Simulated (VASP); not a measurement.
# Li2SnF6 (P-31m): formation energy of the defect Li_i (6-fold void), part 2 of 8

Aim: the formation energy and local structure of the defect Li_i (6-fold void) in Li2SnF6 (P-31m). The start is a computed cell from the Materials Project.

VASP 6.6.1, plane waves and PAW; the level of theory is named at each step.

So far. Step 2 (The host at zero pressure): The run ended after 6 ionic steps, 0.012 eV below its first step, once forces and stress met EDIFFG = -0.03. The relaxed cell has a = 4.946, c = 4.567 Å (conventional setting).

**3. The host's dielectric tensor, for the charge correction**

Level of this step: PBEsol; plane waves and PAW (Li, Sn, F) (VASP).

Charged cells interact with their images through the host's screening, so the correction needs its dielectric constant.

INCAR

```
SYSTEM = Li2SnF6
PREC = Accurate
ENCUT = 400
EDIFF = 1E-08
NELM = 120
ISMEAR = 0
SIGMA = 0.05
LREAL = .FALSE.
ALGO = Normal
GGA = PS
NBANDS = 33
LWAVE = .FALSE.
LCHARG = .FALSE.
LEPSILON = .TRUE.
```

POSCAR

```
Li2SnF6
1.0
    4.9456730150     -0.0000000004      0.0000000000
   -2.4728365582      4.2830785133      0.0000000000
    0.0000000000      0.0000000000      4.5672939538
Li Sn F
2 1 6
Direct
    0.6666666700      0.3333333300      0.5000000000
    0.3333333300      0.6666666700      0.5000000000
    0.0000000000      0.0000000000      0.0000000000
    0.3277425857      0.3277425857      0.2536085724
    0.6722574143      0.6722574143      0.7463914276
    0.6722574143      1.0000000000      0.2536085724
    0.3277425857      0.0000000000      0.7463914276
    0.0000000000      0.6722574143      0.2536085724
    1.0000000000      0.3277425857      0.7463914276
```

KPOINTS

```
Automatic mesh
0
Gamma
4 4 4
0 0 0
```

The projector-augmented-wave data sets are Li, Sn and F (PBE family, release 64).

Launch:

```console
$ export OMP_NUM_THREADS=5
$ mpirun -np 1 vasp_std
```

Log:

```text
[banner, memory and clock lines left out]
running    1 mpi-ranks, on    1 nodes
 distrk:  each k-point on    1 cores,    1 groups
 distr:  one band on    1 cores,    1 groups
 Offloading initialized ...    1 GPUs detected
 POSCAR found type information on POSCAR LiSnF
 POSCAR found :  3 types and       9 ions
 [... a notice as in an earlier step ...]

 LDA part: xc-table for (Slater+PW92), standard interpolation
 POSCAR, INCAR and KPOINTS ok, starting setup
 FFT: planning ... GRIDC
 FFT: planning ... GRID_SOFT
 FFT: planning ... GRID
 WAVECAR not read
 entering main loop
       N       E                     dE             d eps       ncg     rms          rms(c)
DAV:   1     0.246675209376E+03    0.24668E+03   -0.23386E+04   882   0.111E+03
DAV:   2    -0.369393932321E+02   -0.28361E+03   -0.27680E+03  1065   0.292E+02
DAV:   3    -0.489906078330E+02   -0.12051E+02   -0.12001E+02  1091   0.616E+01
DAV:   4    -0.490700470352E+02   -0.79439E-01   -0.79407E-01  1012   0.565E+00
DAV:   5    -0.490705625740E+02   -0.51554E-03   -0.51547E-03  1058   0.438E-01    0.120E+01
DAV:   6    -0.452572255599E+02    0.38133E+01   -0.95959E+00   968   0.190E+01    0.544E+00
DAV:   7    -0.449813722388E+02    0.27585E+00   -0.36220E-01  1031   0.385E+00    0.277E+00
DAV:   8    -0.448834115407E+02    0.97961E-01   -0.18361E-01  1014   0.302E+00    0.354E-01
DAV:   9    -0.448840430516E+02   -0.63151E-03   -0.16303E-02   943   0.725E-01    0.174E-01
DAV:  10    -0.448844153102E+02   -0.37226E-03   -0.13056E-03  1050   0.252E-01    0.786E-02
DAV:  11    -0.448845014326E+02   -0.86122E-04   -0.18833E-04   979   0.889E-02    0.336E-02
DAV:  12    -0.448845221627E+02   -0.20730E-04   -0.38766E-05  1023   0.387E-02    0.553E-03
DAV:  13    -0.448845216578E+02    0.50485E-06   -0.31661E-06  1050   0.127E-02    0.276E-03
DAV:  14    -0.448845217543E+02   -0.96455E-07   -0.42469E-07   994   0.400E-03    0.813E-04
DAV:  15    -0.448845217272E+02    0.27097E-07   -0.19404E-08   985   0.889E-04    0.589E-04
DAV:  16    -0.448845217438E+02   -0.16583E-07   -0.17767E-09   661   0.412E-04    0.120E-04
DAV:  17    -0.448845217416E+02    0.21366E-08   -0.13594E-09   513   0.275E-04
   1 F= -.44884522E+02 E0= -.44884522E+02  d E =-.285320E-13
 Linear response reoptimize wavefunctions to high precision
DAV:   1    -0.448845217406E+02    0.10127E-08   -0.21437E-10   610   0.114E-04
DAV:   2    -0.448845217406E+02   -0.15916E-11   -0.17607E-11   488   0.264E-05
 Linear response G [H, r] |phi>, progress :
  Direction:   1
       N       E                     dE             d eps       ncg     rms
RMM:   1    -0.168874685697E+03   -0.16887E+03    0.22117E+02  1830   0.969E+01
RMM:   2    -0.172931809757E+03   -0.40571E+01   -0.62683E+00  1426   0.135E+01
RMM:   3    -0.172947145019E+03   -0.15335E-01   -0.58331E-02  1494   0.115E+00
RMM:   4    -0.172947596551E+03   -0.45153E-03    0.19697E-04  1533   0.131E-01
RMM:   5    -0.172947618767E+03   -0.22217E-04    0.76614E-04  1566   0.327E-02
RMM:   6    -0.172947623332E+03   -0.45647E-05    0.74106E-04  1599   0.223E-02
RMM:   7    -0.172947614924E+03    0.84084E-05    0.90534E-04  1536   0.211E-02
RMM:   8    -0.172947612824E+03    0.20996E-05    0.16612E-02  1429   0.209E-02
RMM:   9    -0.172947633445E+03   -0.20620E-04    0.16852E-02  1404   0.209E-02
 Linear response G [H, r] |phi>, progress :
  Direction:   2
       N       E                     dE             d eps       ncg     rms
RMM:   1    -0.168358341681E+03   -0.16836E+03    0.22345E+02  1839   0.968E+01
RMM:   2    -0.172694678950E+03   -0.43363E+01   -0.60878E+00  1426   0.135E+01
RMM:   3    -0.172714642870E+03   -0.19964E-01   -0.58975E-02  1504   0.114E+00
RMM:   4    -0.172715153868E+03   -0.51100E-03   -0.30368E-03  1536   0.129E-01
RMM:   5    -0.172715153732E+03    0.13681E-06   -0.22881E-03  1557   0.339E-02
RMM:   6    -0.172715183967E+03   -0.30235E-04   -0.25714E-03  1598   0.237E-02
RMM:   7    -0.172715178647E+03    0.53200E-05   -0.25224E-03  1525   0.226E-02
RMM:   8    -0.172715184064E+03   -0.54176E-05   -0.18386E-03  1393   0.225E-02
RMM:   9    -0.172715183572E+03    0.49225E-06   -0.24449E-03  1378   0.224E-02
 Linear response G [H, r] |phi>, progress :
  Direction:   3
       N       E                     dE             d eps       ncg     rms
RMM:   1    -0.169627398298E+03   -0.16963E+03    0.21174E+02  1819   0.966E+01
RMM:   2    -0.172894583492E+03   -0.32672E+01   -0.61948E+00  1431   0.131E+01
RMM:   3    -0.172913753716E+03   -0.19170E-01   -0.59171E-02  1489   0.112E+00
RMM:   4    -0.172914368673E+03   -0.61496E-03   -0.76050E-04  1520   0.118E-01
RMM:   5    -0.172914379865E+03   -0.11193E-04   -0.17147E-04  1520   0.282E-02
RMM:   6    -0.172914380020E+03   -0.15487E-06   -0.15367E-04  1524   0.183E-02
RMM:   7    -0.172914379922E+03    0.97999E-07   -0.15224E-04  1408   0.172E-02
RMM:   8    -0.172914379801E+03    0.12135E-06   -0.15147E-04  1283   0.171E-02
RMM:   9    -0.172914380112E+03   -0.31128E-06   -0.11857E-04  1267   0.171E-02
 Linear response to external field (no local field effect), progress :
  Direction:   1
       N       E                     dE             d eps       ncg     rms          rms(c)
RMM:   1    -0.344464380173E+00   -0.34446E+00   -0.92482E-01  1864   0.263E+00
RMM:   2    -0.356043392159E+00   -0.11579E-01   -0.77137E-03  1392   0.454E-01
RMM:   3    -0.356079374925E+00   -0.35983E-04   -0.73076E-05  1467   0.354E-02
RMM:   4    -0.356080242990E+00   -0.86807E-06   -0.16015E-06  1497   0.442E-03
RMM:   5    -0.356080259918E+00   -0.16928E-07   -0.69916E-07  1395   0.129E-03
RMM:   6    -0.356080260155E+00   -0.23686E-09   -0.67635E-07  1179   0.964E-04
RMM:   7    -0.356080260088E+00    0.67474E-10   -0.67512E-07  1012   0.928E-04
RMM:   8    -0.356080260082E+00    0.61085E-11   -0.67474E-07  1012   0.927E-04
RMM:   9    -0.356080260075E+00    0.70348E-11   -0.66580E-07  1024   0.927E-04
 change of polarisation eV/A/(eV/A) component  1 :     0.712    -0.027    -0.006
 dielectric tensor                  component  1 :     2.332    -0.050    -0.012
 Linear response to external field (no local field effect), progress :
  Direction:   2
       N       E                     dE             d eps       ncg     rms          rms(c)
RMM:   1    -0.347043364882E+00   -0.34704E+00   -0.95664E-01  1883   0.265E+00
RMM:   2    -0.356572807449E+00   -0.95294E-02   -0.75137E-03  1407   0.456E-01
RMM:   3    -0.356613235985E+00   -0.40429E-04   -0.75779E-05  1473   0.361E-02
RMM:   4    -0.356614201510E+00   -0.96553E-06   -0.18146E-06  1505   0.458E-03
RMM:   5    -0.356614218395E+00   -0.16885E-07   -0.88279E-07  1399   0.136E-03
RMM:   6    -0.356614218640E+00   -0.24438E-09   -0.85880E-07  1170   0.103E-03
RMM:   7    -0.356614218582E+00    0.57246E-10   -0.85752E-07  1008   0.996E-04
RMM:   8    -0.356614218577E+00    0.54566E-11   -0.85743E-07  1004   0.994E-04
RMM:   9    -0.356614218576E+00    0.10727E-11   -0.85637E-07  1015   0.994E-04
 change of polarisation eV/A/(eV/A) component  2 :    -0.027     0.713    -0.003
 dielectric tensor                  component  2 :    -0.050     2.334    -0.006
 Linear response to external field (no local field effect), progress :
  Direction:   3
       N       E                     dE             d eps       ncg     rms          rms(c)
RMM:   1    -0.345435108225E+00   -0.34544E+00   -0.95032E-01  1773   0.259E+00
RMM:   2    -0.354427219749E+00   -0.89921E-02   -0.76975E-03  1404   0.437E-01
RMM:   3    -0.354466906867E+00   -0.39687E-04   -0.70475E-05  1464   0.342E-02
RMM:   4    -0.354467726319E+00   -0.81945E-06   -0.14155E-06  1488   0.408E-03
RMM:   5    -0.354467741090E+00   -0.14771E-07   -0.55464E-07  1351   0.115E-03
RMM:   6    -0.354467741330E+00   -0.23938E-09   -0.53670E-07  1073   0.869E-04
RMM:   7    -0.354467741277E+00    0.52452E-10   -0.53579E-07  1006   0.845E-04
RMM:   8    -0.354467741283E+00   -0.61450E-11   -0.53592E-07  1007   0.844E-04
RMM:   9    -0.354467741284E+00   -0.94313E-12   -0.53636E-07  1017   0.844E-04
 change of polarisation eV/A/(eV/A) component  3 :    -0.006    -0.003     0.709
 dielectric tensor                  component  3 :    -0.012    -0.006     2.326
 Linear response to external field, progress :
  Direction:   1
       N       E                     dE             d eps       ncg     rms          rms(c)
RMM:   1    -0.345274968556E+00   -0.34527E+00   -0.93594E-01  3396   0.262E+00
RMM:   2    -0.356310048182E+00   -0.11035E-01   -0.75137E-03  2585   0.446E-01    0.124E+00
RMM:   3    -0.332770425418E+00    0.23540E-01   -0.59575E-02  2725   0.132E+00    0.587E-01
RMM:   4    -0.336337796968E+00   -0.35674E-02   -0.25418E-03  2691   0.363E-01    0.321E-01
RMM:   5    -0.350109844000E+00   -0.13772E-01   -0.34479E-03  2756   0.376E-01    0.414E-02
RMM:   6    -0.351081184984E+00   -0.97134E-03   -0.26415E-04  2783   0.702E-02    0.282E-02
RMM:   7    -0.351381153487E+00   -0.29997E-03   -0.29347E-04  2802   0.354E-02    0.341E-03
RMM:   8    -0.351428935182E+00   -0.47782E-04   -0.59947E-05  2825   0.678E-03    0.752E-04
RMM:   9    -0.351414848006E+00    0.14087E-04   -0.65224E-05  2810   0.174E-03    0.253E-04
RMM:  10    -0.351403753278E+00    0.11095E-04    0.80141E-05  2856   0.119E-03    0.102E-04
RMM:  11    -0.351403512055E+00    0.24122E-06   -0.66696E-05  2624   0.105E-03    0.192E-05
RMM:  12    -0.351403415317E+00    0.96737E-07   -0.47881E-05  2066   0.982E-04    0.434E-06
 change of polarisation eV/A/(eV/A) component  1 :     0.650    -0.014     0.000
 dielectric tensor                  component  1 :     2.216    -0.027     0.000
 Linear response to external field, progress :
  Direction:   2
       N       E                     dE             d eps       ncg     rms          rms(c)
RMM:   1    -0.346527047145E+00   -0.34653E+00   -0.94846E-01  3408   0.263E+00
RMM:   2    -0.356306551153E+00   -0.97795E-02   -0.75808E-03  2572   0.450E-01    0.124E+00
RMM:   3    -0.332876469854E+00    0.23430E-01   -0.59858E-02  2705   0.131E+00    0.588E-01
RMM:   4    -0.336426781835E+00   -0.35503E-02   -0.29092E-03  2677   0.363E-01    0.321E-01
RMM:   5    -0.350102732454E+00   -0.13676E-01   -0.33748E-03  2745   0.375E-01    0.414E-02
RMM:   6    -0.351080644841E+00   -0.97791E-03   -0.26008E-04  2782   0.704E-02    0.283E-02
RMM:   7    -0.351367092918E+00   -0.28645E-03   -0.24056E-04  2793   0.356E-02    0.336E-03
RMM:   8    -0.351411856772E+00   -0.44764E-04   -0.12531E-04  2820   0.679E-03    0.755E-04
RMM:   9    -0.351411049787E+00    0.80699E-06   -0.57715E-05  2819   0.176E-03    0.246E-04
RMM:  10    -0.351402927469E+00    0.81223E-05   -0.10935E-05  2848   0.122E-03    0.126E-04
RMM:  11    -0.351402917629E+00    0.98394E-08   -0.47156E-05  2653   0.107E-03    0.195E-05
RMM:  12    -0.351402946101E+00   -0.28472E-07   -0.29753E-05  2126   0.992E-04    0.632E-06
 change of polarisation eV/A/(eV/A) component  2 :    -0.014     0.650    -0.005
 dielectric tensor                  component  2 :    -0.027     2.216    -0.008
 Linear response to external field, progress :
  Direction:   3
       N       E                     dE             d eps       ncg     rms          rms(c)
RMM:   1    -0.345435108225E+00   -0.34544E+00   -0.95032E-01  1773   0.259E+00
RMM:   2    -0.354426307154E+00   -0.89912E-02   -0.76975E-03  1404   0.437E-01    0.118E+00
RMM:   3    -0.334426905342E+00    0.19999E-01   -0.42499E-02  1456   0.118E+00    0.581E-01
RMM:   4    -0.338700256315E+00   -0.42734E-02   -0.20325E-03  1479   0.341E-01    0.310E-01
RMM:   5    -0.351931583542E+00   -0.13231E-01   -0.28495E-03  1462   0.346E-01    0.401E-02
RMM:   6    -0.352911337246E+00   -0.97975E-03   -0.17573E-04  1480   0.628E-02    0.241E-02
RMM:   7    -0.353118940801E+00   -0.20760E-03   -0.66501E-05  1503   0.317E-02    0.297E-03
RMM:   8    -0.353121845280E+00   -0.29045E-05   -0.17189E-05  1526   0.607E-03    0.102E-03
RMM:   9    -0.353109811157E+00    0.12034E-04   -0.55458E-06  1513   0.176E-03    0.277E-04
RMM:  10    -0.353097839602E+00    0.11972E-04   -0.51613E-06  1528   0.115E-03    0.666E-05
RMM:  11    -0.353101566362E+00   -0.37268E-05   -0.34488E-05  1372   0.906E-04    0.275E-05
RMM:  12    -0.353100809662E+00    0.75670E-06   -0.23748E-05  1137   0.868E-04    0.446E-06
 change of polarisation eV/A/(eV/A) component  3 :    -0.006    -0.004     0.654
 dielectric tensor                  component  3 :    -0.011    -0.007     2.223
 Born effective charges drift removed
```

Elapsed: 2.6 min, on 1 × NVIDIA H100 80GB HBM3, 81559 MiB with 1 MPI rank of AMD EPYC 7R13 (Zen 3), card shared with another run, shared host; peak memory 1.8 GiB.

OUTCAR, selected parts (step 3):

```text
  LATTYP: Found a hexagonal cell.
 ALAT       =     4.9456730150
 C/A-ratio  =     0.9234929078

The static configuration has the point symmetry D_3d.

 Found     13 irreducible k-points:

   k-points           NKPTS =     13   k-points in BZ     NKDIM =     13   number of bands    NBANDS=     33

   dimension x,y,z NGX =    32 NGY =   32 NGZ =   30
   dimension x,y,z NGXF=    64 NGYF=   64 NGZF=   60

   ENCUT  =  400.0 eV  29.40 Ry    5.42 a.u.   8.07  8.07  7.45*2*pi/ulx,y,z

   NELECT =      48.0000    total number of electrons

  Total       -6.4103682     -6.4103684     -6.4888479      0.0000001      0.0000000      0.0000000
  in kB     -106.1581060   -106.1581081   -107.4577588      0.0000013      0.0000000      0.0000000
  external PRESSURE =    -106.5913243 kB  Pullay stress =       0.0000000 kB

  energy-cutoff  :      400.00
  volume of cell :       96.75
      direct lattice vectors                 reciprocal lattice vectors
     4.945673015 -0.000000000  0.000000000     0.202196950  0.116738465 -0.000000000
    -2.472836558  4.283078513  0.000000000     0.000000000  0.233476925 -0.000000000
     0.000000000  0.000000000  4.567293954    -0.000000000 -0.000000000  0.218948027

 POSITION                                       TOTAL-FORCE (eV/Angst)
 -----------------------------------------------------------------------------------
      2.47284      1.42769      2.28365         0.000000     -0.000000      0.000000
     -0.00000      2.85539      2.28365         0.000000     -0.000000      0.000000
      0.00000      0.00000      0.00000         0.000000     -0.000000      0.000000
      0.81045      1.40375      1.15830        -0.002147     -0.003719     -0.004051
      1.66238      2.87933      3.40899         0.002147      0.003719      0.004051
      3.32477     -0.00000      1.15830         0.004294     -0.000000     -0.004051
      1.62091     -0.00000      3.40899        -0.004294      0.000000      0.004051
     -1.66238      2.87933      1.15830        -0.002147      0.003719     -0.004051
     -0.81045      1.40375      3.40899         0.002147     -0.003719      0.004051
 -----------------------------------------------------------------------------------
    total drift:                               -0.000000      0.000000     -0.000000

 MACROSCOPIC STATIC DIELECTRIC TENSOR (including local field effects in DFT)
 ------------------------------------------------------
           2.215635    -0.000000     0.000000
          -0.000000     2.215635    -0.000000
           0.000000     0.000000     2.223169
 ------------------------------------------------------

 PIEZOELECTRIC TENSOR (including local field effects)  for field in x, y, z        (C/m^2)
          XX          YY          ZZ          XY          YZ          ZX
  --------------------------------------------------------------------------------
  x     0.00000     0.00000     0.00000     0.00000     0.00000     0.00000
  y     0.00000     0.00000     0.00000     0.00000     0.00000     0.00000
  z     0.00000     0.00000     0.00000     0.00000     0.00000     0.00000

 BORN EFFECTIVE CHARGES (including local field effects) (in |e|, cummulative output)
 ---------------------------------------------------------------------------------
 ion    1
    1     1.13610    -0.00000    -0.00000
    2    -0.00000     1.13610     0.00000
    3     0.00000     0.00000     1.18161
 ion    2
    1     1.13610    -0.00000    -0.00000
    2    -0.00000     1.13610     0.00000
    3     0.00000     0.00000     1.18161
 ion    3
    1     3.69482    -0.00000     0.00000
    2    -0.00000     3.69482    -0.00000
    3     0.00000     0.00000     3.70852
 ion    4
    1    -0.91043    -0.14562    -0.16901
    2    -0.14562    -1.07858    -0.29273
    3    -0.15847    -0.27447    -1.01196
 ion    5
    1    -0.91043    -0.14562    -0.16901
    2    -0.14562    -1.07858    -0.29273
    3    -0.15847    -0.27447    -1.01196
 ion    6
    1    -1.16266     0.00000     0.33802
    2     0.00000    -0.82635    -0.00000
    3     0.31694    -0.00000    -1.01196
 ion    7
    1    -1.16266     0.00000     0.33802
    2     0.00000    -0.82635    -0.00000
    3     0.31694    -0.00000    -1.01196
 ion    8
    1    -0.91043     0.14562    -0.16901
    2     0.14562    -1.07858     0.29273
    3    -0.15847     0.27447    -1.01196
 ion    9
    1    -0.91043     0.14562    -0.16901
    2     0.14562    -1.07858     0.29273
    3    -0.15847     0.27447    -1.01196

[... 1 part as in an earlier step ...]

[... 3 further parts left out ...]
```

Energies printed during the response cycles are not total energies of the cell.

Numbers from this step:

```yaml
fermi_energy: -1.229 eV
gap_on_the_k_mesh: 5.173 eV
least_direct_gap_on_the_k_mesh: 5.228 eV
```

Electronic dielectric tensor with local fields:

```
2.22 0.00 0.00
0.00 2.22 0.00
0.00 0.00 2.22
```

Born effective charge (e), principal values of the symmetric part by kind of site:

| atom | atoms with these values | low | middle | high | mean |
| --- | --- | --- | --- | --- | --- |
| Li1 | 2 | 1.14 | 1.14 | 1.18 | 1.15 |
| Sn3 | 1 | 3.69 | 3.69 | 3.71 | 3.70 |
| F4 | 6 | -1.42 | -0.83 | -0.75 | -1.00 |

In full for F4:

```
-0.91 -0.15 -0.17
-0.15 -1.08 -0.29
-0.16 -0.27 -1.01
```

The electrons screen with a mean of 2.22; the ions' part was not run for this cell, so the correction is too large where they screen.

(Continued in part 3 of 8.)

[Lines on the potential files, build, host, timing and source positions are cut from VASP's logs without a mark.]

[Logs are printed without paths, hosts, clocks, repeated set-up lines and the standing remarks that a program may print on its own settings, such as how far it seeks lower states.]

[Hosts, paths, dates, database ids (printed as entryN), source tags and the programs' standing remarks are cut or masked in the printed files.]

[In band tables of VASP the shares of atoms and orbitals are scaled to a sum of 1 inside the atoms' spheres.]

[Runs that stopped without an error message from VASP are left out.]
